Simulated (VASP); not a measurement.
# Mg3Be (Fm-3m) in VASP: notebook

One crystal, Mg3Be, is run at these levels: PBE; tasks: single point, relaxation of cell and atoms.

All numbers are computed with VASP 6.6.1; they aren't measurements. Logs are shortened: lines on timing, memory, paths and dates and some standing lists are left out, and cuts for length are marked.

**1. The cell of the first run**

The structure is cubic, space group Fm-3m (No. 225). Conventional cell: a = 6.668 Å, b = 6.668 Å, c = 6.668 Å, α = 90.00°, β = 90.00°, γ = 90.00°. Mg (site symmetry -43m) is surrounded by 4 Mg at 2.89 Å and 4 Be at 2.89 Å. Mg (site symmetry m-3m) has 8 Mg at 2.89 Å as nearest neighbours. Be (site symmetry m-3m) has 8 Mg at 2.89 Å as nearest neighbours.

The cell was built by a generator and needn't be a form met in nature.

**2. Single point, PBE (species swapped into the Rb3Cd type (Fm-3m, No. 225))**

Input file INCAR:

```
SYSTEM = Mg3Be
PREC = Accurate ; ENCUT = 520
EDIFF = 1E-6 ; ISMEAR = 0
SIGMA = 0.1 ; LREAL = .FALSE.
LASPH = .TRUE. ; NELM = 100
ALGO = Fast ; ISIF = 2
LWAVE = .FALSE. ; LCHARG = .FALSE.
GGA = PE ; NBANDS = 12
```

Input file KPOINTS:

```
Automatic mesh
0
G
  12 12 12
  0 0 0
```

Input file POSCAR:

```
Mg3Be
1.0
    0.0000000000      3.3339615095      3.3339615095
    3.3339615095      0.0000000000      3.3339615095
    3.3339615095      3.3339615095      0.0000000000
Mg Be
3 1
Direct
    0.2500000000      0.2500000000      0.2500000000
    0.7500000000      0.7500000000      0.7500000000
    0.5000000000      0.5000000000      0.5000000000
    0.0000000000      0.0000000000      0.0000000000
```

Potentials or basis: VASP PAW PBE potentials, release 64 (Mg, Be).

Launch:

```sh
$ cat potpaw_PBE.64/Mg/POTCAR potpaw_PBE.64/Be/POTCAR > POTCAR
$ mpirun -np 1 vasp_std > vasp.out
```

OUTCAR:

```text
SYSTEM = Mg3Be
   PREC = Accurate
   ENCUT = 520
   EDIFF = 1E-6
   ISMEAR = 0
   LREAL = .FALSE.
   LASPH = .TRUE.
   NELM = 100
   ISIF = 2
   GGA = PE

 ion  position               nearest neighbor table
   1  0.250  0.250  0.250-   4 2.89   4 2.89   4 2.89   3 2.89   4 2.89   3 2.89   3 2.89   3 2.89
                             2 3.33   2 3.33   2 3.33   2 3.33   2 3.33   2 3.33
   2  0.750  0.750  0.750-   3 2.89   3 2.89   3 2.89   3 2.89   4 2.89   4 2.89   4 2.89   4 2.89
                             1 3.33   1 3.33   1 3.33   1 3.33   1 3.33   1 3.33
   3  0.500  0.500  0.500-   1 2.89   1 2.89   1 2.89   1 2.89   2 2.89   2 2.89   2 2.89   2 2.89

   4  0.000  0.000  0.000-   2 2.89   2 2.89   2 2.89   1 2.89   2 2.89   1 2.89   1 2.89   1 2.89

  LATTYP: Found a face centered cubic cell.
 ALAT       =     6.6679230190

  Lattice vectors:

 A1 = (   0.0000000000,   3.3339615095,   3.3339615095)
 A2 = (   3.3339615095,   0.0000000000,   3.3339615095)
 A3 = (   3.3339615095,   3.3339615095,   0.0000000000)

Analysis of symmetry for initial positions (statically):
=====================================================================
 Subroutine PRICEL returns:
 Original cell was already a primitive cell.

 Routine SETGRP: Setting up the symmetry group for a
 face centered cubic supercell.

 Subroutine GETGRP returns: Found 48 space group operations
 (whereof 48 operations were pure point group operations)
 out of a pool of 48 trial point group operations.

The static configuration has the point symmetry O_h .

Analysis of symmetry for dynamics (positions and initial velocities):
=====================================================================
 Subroutine PRICEL returns:
 Original cell was already a primitive cell.

 Routine SETGRP: Setting up the symmetry group for a
 face centered cubic supercell.

 Subroutine GETGRP returns: Found 48 space group operations
 (whereof 48 operations were pure point group operations)
 out of a pool of 48 trial point group operations.

The dynamic configuration has the point symmetry O_h .

 Subroutine INISYM returns: Found 48 space group operations
 (whereof 48 operations are pure point group operations),
 and found     1 'primitive' translations

----------------------------------------------------------------------------------------

                                     Primitive cell

  volume of cell :      74.1160

  direct lattice vectors                    reciprocal lattice vectors
     0.000000000  3.333961509  3.333961509    -0.149971737  0.149971737  0.149971737
     3.333961509  0.000000000  3.333961509     0.149971737 -0.149971737  0.149971737
     3.333961509  3.333961509  0.000000000     0.149971737  0.149971737 -0.149971737

  length of vectors
     4.714933583  4.714933583  4.714933583     0.259758669  0.259758669  0.259758669

  position of ions in fractional coordinates (direct lattice)
     0.250000000  0.250000000  0.250000000
     0.750000000  0.750000000  0.750000000
     0.500000000  0.500000000  0.500000000
     0.000000000  0.000000000  0.000000000

  ion indices of the primitive-cell ions
   primitive index   ion index
                 1           1
                 2           2
                 3           3
                 4           4

----------------------------------------------------------------------------------------

 KPOINTS: Automatic mesh

Automatic generation of k-mesh.
 Grid dimensions read from file:
 generate k-points for:   12   12   12

 Generating k-lattice:

  Cartesian coordinates                     Fractional coordinates (reciprocal lattice)
    -0.012497645  0.012497645  0.012497645     0.083333333  0.000000000  0.000000000
     0.012497645 -0.012497645  0.012497645     0.000000000  0.083333333  0.000000000
     0.012497645  0.012497645 -0.012497645     0.000000000  0.000000000  0.083333333

  Length of vectors
     0.021646556  0.021646556  0.021646556

  Shift w.r.t. Gamma in fractional coordinates (k-lattice)
     0.000000000  0.000000000  0.000000000

 Subroutine IBZKPT returns following result:
 ===========================================

 Found     72 irreducible k-points:

 Following reciprocal coordinates:
            Coordinates               Weight
  0.000000  0.000000  0.000000      1.000000
  0.083333  0.000000  0.000000      8.000000
  0.166667  0.000000  0.000000      8.000000
  0.250000  0.000000  0.000000      8.000000
  0.333333  0.000000  0.000000      8.000000
  0.416667  0.000000  0.000000      8.000000
[... 16 lines left out ...]
  0.500000  0.166667  0.000000     24.000000
 -0.416667  0.166667  0.000000     24.000000
 [... further k-points ...]
   k-points           NKPTS =     72   k-points in BZ     NKDIM =     72   number of bands    NBANDS=     12
   number of dos      NEDOS =    301   number of ions     NIONS =      4
   total plane-waves  NPLWV =  46656
   dimension x,y,z NGX =    36 NGY =   36 NGZ =   36
   dimension x,y,z NGXF=    72 NGYF=   72 NGZF=   72
   ions per type =               3   1
   NGX,Y,Z   is equivalent  to a cutoff of  12.69, 12.69, 12.69 a.u.
   NGXF,Y,Z  is equivalent  to a cutoff of  25.39, 25.39, 25.39 a.u.
 SYSTEM =  Mg3Be
   PREC   = accura    normal or accurate (medium, high low for compatibility)
   ISTART =      0    job   : 0-new  1-cont  2-samecut
   ICHARG =      2    charge: 1-file 2-atom 10-const
   ISPIN  =      1    spin polarized calculation?
   LNONCOLLINEAR =      F non collinear calculations
   LSORBIT =      F    spin-orbit coupling
   LASPH  =      T    aspherical Exc in radial PAW
   ENCUT  =  520.0 eV  38.22 Ry    6.18 a.u.   8.77  8.77  8.77*2*pi/ulx,y,z
   NELM   =    100;   NELMIN=  2; NELMDL= -5     # of ELM steps
   EDIFF  = 0.1E-05   stopping-criterion for ELM
   LREAL  =      F    real-space projection
   EDIFFG = 0.1E-04   stopping-criterion for IOM
   NSW    =      0    number of steps for IOM
   IBRION =     -1    ionic relax: 0-MD 1-quasi-New 2-CG
   NFREE  =      0    steps in history (QN), initial steepest desc. (CG)
   ISIF   =      2    stress and relaxation
   ISYM   =      2    0-nonsym 1-usesym 2-fastsym
   POTIM  = 0.5000    time-step for ionic-motion
   TEBEG  =    0.0;   TEEND  =   0.0 temperature during run
   PSTRESS=    0.0 pullay stress
   NELECT =       8.0000    total number of electrons
   NUPDOWN=      -1.0000    fix difference up-down
   EMIN   =  10.00;   EMAX   =-10.00  energy-range for DOS
   EFERMI =   0.00;   METHOD = LEGACY
   ISMEAR =     0;   SIGMA  =   0.10  broadening in eV -4-tet -1-fermi 0-gaus
   EFERMI_NEDOS =   21; number of points for ismear=-14 and -15
   IALGO  =     68    algorithm
   IMIX   =      4    mixing-type and parameters
     AMIX     =   0.40;   BMIX     =  1.00
     AMIX_MAG =   1.60;   BMIX_MAG =  1.00
  volume/ion in A,a.u.               =      18.53       125.04
  Fermi-wavevector in a.u.,A,eV,Ry     =   0.779473  1.472990  8.266596  0.607578
  Thomas-Fermi vector in A             =   1.882584
   LORBIT       =      0    0 simple, 1 ext, 2 COOP (PROOUT), +10 PAW based schemes
   GGA     = PE    functional components
   LHFCALC =     F    Hartree Fock is set to
   AEXX    =    0.0000 exact exchange contribution
   IVDW    =     0    specifies the selected vdW correction
   LEPSILON=     F    determine dielectric tensor
   LRPA    =     F    only Hartree local field effects (RPA)
 non-spin polarized calculation
 RMM-DIIS sequential band-by-band and
 Gauss-broadening in eV      SIGMA  =   0.10
  energy-cutoff  :      520.00
  volume of cell :       74.12
 maximum number of plane-waves:      2014
   NGX = 17   NGY = 17   NGZ = 17

 number of electron       8.0000000 magnetization

 Free energy of the ion-electron system (eV)
  ---------------------------------------------------
  ext. energy  EPLUGINS =         0.00000000
  ---------------------------------------------------
  free energy    TOTEN  =        -7.10920905 eV

  energy without entropy =       -7.10141304  energy(sigma->0) =       -7.10531105

 E-fermi :   3.3464     XC(G=0):  -8.9145

 val. band max:        3.3414818862   @ k =   0.4167   0.0000   0.0000
 cond. band min:       3.3513365512   @ k =   0.5000   0.0000   0.0000
 fundamental gap:      0.0098546650
 Fermi energy:         3.3464316489

 k-point     1 :       0.0000    0.0000    0.0000
  band No.  band energies     occupation
      1      -4.3710      2.00000
      2       3.9753      0.00000
      3       3.9753      0.00000
      4       3.9753      0.00000
      5       5.1210      0.00000
      6       5.1210      0.00000
      7       5.1210      0.00000
      8       6.1989      0.00000
      9       7.4567      0.00000
     10       7.4567      0.00000
     11       7.4567      0.00000
     12       8.1286      0.00000

 k-point     2 :       0.0833    0.0000    0.0000
  band No.  band energies     occupation
      1      -4.3029      2.00000
      2       3.2388      1.87187
      3       3.8389      0.00000
      4       3.8389      0.00000
      5       5.3496      0.00000
      6       5.3648      0.00000
      7       5.3648      0.00000
      8       6.5331      0.00000
      9       6.8080      0.00000
     10       6.8080      0.00000
     11       7.3416      0.00000
     12       8.4059      0.00000
[... 301 lines left out ...]
 k-point    23 :       0.5000    0.1667    0.0000
  band No.  band energies     occupation
      1      -2.2223      2.00000
      2      -1.1714      2.00000
      3       1.8566      2.00000
      4       2.4546      2.00000
      5       3.5322      0.00862
      6       5.6315      0.00000
      7       6.4715      0.00000
      8       7.1903      0.00000
      9       7.4355      0.00000
     10       9.5259      0.00000
     11      10.0675      0.00000
     12      11.1918      0.00000

 k-point    24 :      -0.4167    0.1667    0.0000
  band No.  band energies     occupation
      1      -1.9807      2.00000
      2      -1.4531      2.00000
      3       1.5926      2.00000
      4       2.6766      2.00000
      5       3.7529      0.00000
      6       5.3558      0.00000
      7       6.3539      0.00000
      8       7.5445      0.00000
      9       8.3330      0.00000
     10       8.4673      0.00000
     11       9.2066      0.00000
     12      12.2352      0.00000

 [... further k-points ...]

------------------------ aborting loop because EDIFF is reached ----------------------------------------

  FORCE on cell =-STRESS in cart. coord.  units (eV):
  Direction    XX          YY          ZZ          XY          YZ          ZX
  --------------------------------------------------------------------------------------
  -------------------------------------------------------------------------------------
  Total       -0.0672390     -0.0672390     -0.0672390     -0.0000000      0.0000000      0.0000000
  in kB       -1.4535174     -1.4535174     -1.4535174     -0.0000000      0.0000000      0.0000000
  external PRESSURE =      -1.4535174 kB  Pullay stress =       0.0000000 kB

 VOLUME and BASIS-vectors are now :
 -----------------------------------------------------------------------------
  energy-cutoff  :      520.00
  volume of cell :       74.12
      direct lattice vectors                 reciprocal lattice vectors
     0.000000000  3.333961509  3.333961509    -0.149971737  0.149971737  0.149971737
     3.333961509  0.000000000  3.333961509     0.149971737 -0.149971737  0.149971737
     3.333961509  3.333961509  0.000000000     0.149971737  0.149971737 -0.149971737

 POSITION                                       TOTAL-FORCE (eV/Angst)
 -----------------------------------------------------------------------------------
      1.66698      1.66698      1.66698         0.000000      0.000000      0.000000
      5.00094      5.00094      5.00094        -0.000000     -0.000000     -0.000000
      3.33396      3.33396      3.33396        -0.000000      0.000000      0.000000
      0.00000      0.00000      0.00000        -0.000000      0.000000      0.000000
 -----------------------------------------------------------------------------------
    total drift:                               -0.000000     -0.000000     -0.000000

  FREE ENERGIE OF THE ION-ELECTRON SYSTEM (eV)
  ---------------------------------------------------
  free  energy   TOTEN  =        -7.1092090468 eV

  energy  without entropy=       -7.1014130444  energy(sigma->0) =       -7.10531105
```

It took 33 s on 1 thread of AMD EPYC 9R45 (Zen 5), shared host; peak memory 0.21 GiB.

What came out:

```
Free energy            : -7.1092 eV
Pressure               : -0.1 GPa
Band gap on the k mesh : none (metal or under the smearing width)
```

Levels at points of the mesh, in eV from the Fermi level:
```tsv
k point	band 1	band 2	band 3	band 4	band 5	band 6	band 7	band 8
(0.00, 0.00, 0.00)	-7.72	0.63	0.63	0.63	1.77	1.77	1.77	2.85
(0.50, 0.00, 0.00)	-5.32	-5.29	0.00	0.00	0.89	0.89	1.86	2.39
(0.50, 0.50, 0.00)	-4.55	-4.48	-1.88	-1.88	-1.12	-0.39	5.91	5.91
```

**3. Relaxation of cell and atoms, PBE (species swapped into the Rb3Cd type (Fm-3m, No. 225))**

Input file INCAR:

```
SYSTEM = Mg3Be
  PREC = Accurate
  ENCUT = 600
  EDIFF = 1E-6
  ISMEAR = 0
  SIGMA = 0.1
  LREAL = .FALSE.
  LASPH = .TRUE.
  NELM = 100
  ALGO = Fast
  ISIF = 3
  LWAVE = .FALSE.
  LCHARG = .FALSE.
  GGA = PE
  IBRION = 2
  NSW = 100
  EDIFFG = -0.01
```

Input file KPOINTS:

```
regular mesh
0
G
  12 12 12
  0 0 0
```

Input file POSCAR:

```
Mg3Be
1.0
    0.0000000000      3.3861509400      3.3861509400
    3.3861509400      0.0000000000      3.3861509400
    3.3861509400      3.3861509400      0.0000000000
Mg Be
3 1
Direct
    0.2500000000      0.2500000000      0.2500000000
    0.7500000000      0.7500000000      0.7500000000
    0.5000000000      0.5000000000      0.5000000000
    0.0000000000      0.0000000000      0.0000000000
```

Potentials or basis: VASP PAW PBE potentials, release 64 (Mg, Be).

Launch:

```sh
$ cat potpaw_PBE.64/Mg/POTCAR potpaw_PBE.64/Be/POTCAR > POTCAR
$ mpirun -np 1 vasp_std > vasp.out
```

Wall time 57 s (1 thread of AMD EPYC 9R45 (Zen 5), shared host); peak memory 0.26 GiB.

The run converged. Its results:

```yaml
Free_energy: -7.1095 eV
Relaxed_volume: 18.48 Å³/atom
Relaxed_cell: a = 4.711 Å, b = 4.711 Å, c = 4.711 Å, α = 60.00°, β = 60.00°, γ = 60.00°
Space_group_after_relaxing_to_0.05_Å: Fm-3m (No. 225)
Energy_gained_by_relaxing: 6.3 meV/atom
Ionic_steps: 3
Pressure_after_relaxing: 0.0 GPa
Band_gap_on_the_k_mesh: none (metal or under the smearing width)
```

The path:
```tsv
step	energy change (eV)	largest force (eV/Å)	pressure (GPa)	volume (Å³)
1	0.0000	0.0000	-2.06	77.65
2	-0.0234	0.0000	-0.60	74.88
3	-0.0253	0.0000	-0.02	73.91
```

Final structure:
```
CELL_PARAMETERS angstrom
0.00000 3.33092 3.33092
3.33092 0.00000 3.33092
3.33092 3.33092 0.00000
ATOMIC_POSITIONS crystal
Mg 0.25000 0.25000 0.25000
Mg 0.75000 0.75000 0.75000
Mg 0.50000 0.50000 0.50000
Be 0.00000 0.00000 0.00000
```

Levels at points of the mesh, in eV from the Fermi level:
```csv
k point,band 1,band 2,band 3,band 4,band 5,band 6,band 7,band 8
"(0.00, 0.00, 0.00)",-7.73,0.63,0.63,0.63,1.78,1.78,1.78,2.87
"(0.50, 0.00, 0.00)",-5.33,-5.30,0.00,0.00,0.89,0.89,1.87,2.40
"(0.50, 0.50, 0.00)",-4.56,-4.49,-1.88,-1.88,-1.12,-0.39,5.92,5.92
```

**4. Single point, PBE (species swapped into the Rb3Cd type (Fm-3m, No. 225))**

Input file INCAR:

```
ALGO = Normal
EDIFF = 1E-6
ENCUT = 520
GGA = PE
ISIF = 2
ISMEAR = 0
LASPH = True
LCHARG = True
LELF = True
LREAL = False
LVHAR = True
LWAVE = False
NBANDS = 12
NELM = 100
PREC = Accurate
SIGMA = 0.1
```

Input file KPOINTS:

```
k-points
0
Gamma
  4 4 4
```

POSCAR is that of step 3.

Launch:

```sh
$ cat potpaw_PBE.64/Mg/POTCAR potpaw_PBE.64/Be/POTCAR > POTCAR
$ mpirun -np 1 vasp_std > vasp.out
```

Wall time 7.1 s (1 thread of AMD EPYC 9R45 (Zen 5), shared host); peak memory 0.16 GiB.

It converged, with:

```yaml
Free_energy: -6.8911 eV
Pressure: -1.2 GPa
Band_gap_on_the_k_mesh: none (metal or under the smearing width)
```

Levels at points of the mesh, in eV from the Fermi level:
```csv
k point,band 2,band 3,band 4,band 5,band 6,band 7
"(0.00, 0.00, 0.00)",0.84,0.84,0.84,1.96,1.96,1.96
"(0.50, 0.00, 0.00)",-4.93,0.23,0.23,1.10,1.10,1.89
"(0.50, 0.50, 0.00)",-4.14,-1.60,-1.60,-0.93,-0.21,5.91
```

Caveat: the k mesh is coarse (spacing up to 0.40 Å⁻¹), so the values aren't converged.

**5. Overview**

| task | cell | k mesh | cutoff (eV) | mesh quality | gap on the mesh (eV) | pressure (GPa) |
| --- | --- | --- | --- | --- | --- | --- |
| single point | species swapped into the Rb3Cd type (Fm-3m, No. 225) | 12 × 12 × 12 | 520 | not flagged | none | -0.1 |
| relaxation of cell and atoms | relaxed from: species swapped into the Rb3Cd type (Fm-3m, No. 225) | 12 × 12 × 12 | 600 | not flagged | none | 0.0 |
| single point | species swapped into the Rb3Cd type (Fm-3m, No. 225) | 4 × 4 × 4 | 520 | coarse | none | -1.2 |

Alike in all rows: level PBE; potentials or basis VASP PAW PBE potentials, release 64 (Mg, Be); no spin polarisation; smearing gaussian 0.1 eV.

Caveats: some runs use coarse meshes.

Absolute energies hang on the potentials; compare differences alone.
